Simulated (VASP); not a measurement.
Runs of VASP 6.6.1 on MoS2. Symmetry: P6_3/mmc, No. 194, hexagonal system. The conventional cell has a = 3.161 Å, b = 3.161 Å, c = 12.910 Å, α = 90.00°, β = 90.00°, γ = 120.00°. Mo (site symmetry -6m2) is surrounded by 6 S at 2.40 Å. S (site symmetry 3m) has 3 Mo at 2.40 Å as nearest neighbours. The cell was built by a generator and needn't be a form met in nature.

```tsv
level	gap on the mesh (eV)	pressure (GPa)	largest force (eV/Å)
SCAN+rVV10	1.34	-0.7	0.11
rev-vdW-DF2	1.20	0.5	0.18
vdW-DF	1.26	7.3	0.58
PBE+D3(BJ)	1.24	-1.5	0.04
PBE	1.24	2.1	(b)
PBE+TS	1.24	-0.7	0.03
optB88-vdW	1.21	2.8	(a)
```

Alike in all rows: task single point; potentials or basis VASP PAW PBE potentials, release 64 (Mo_sv, S); no spin polarisation; cell as given; k mesh 8 × 8 × 2; cutoff (eV) 520; smearing fermi-dirac 0.05 eV.

Problem. Fill in the values left out.

Solution. (a) 0.34; (b) 0.05.

Caveats: the PAW data sets were made with another functional, which shifts forces and pressure a little (some runs); this functional lacks dispersion, which binds the layers, so the pressure and a relaxed spacing across them are unreliable (some runs).

A k mesh can miss the band edges, and the runs leave out spin-orbit coupling on Mo.

Not every run made on this cell is shown here.
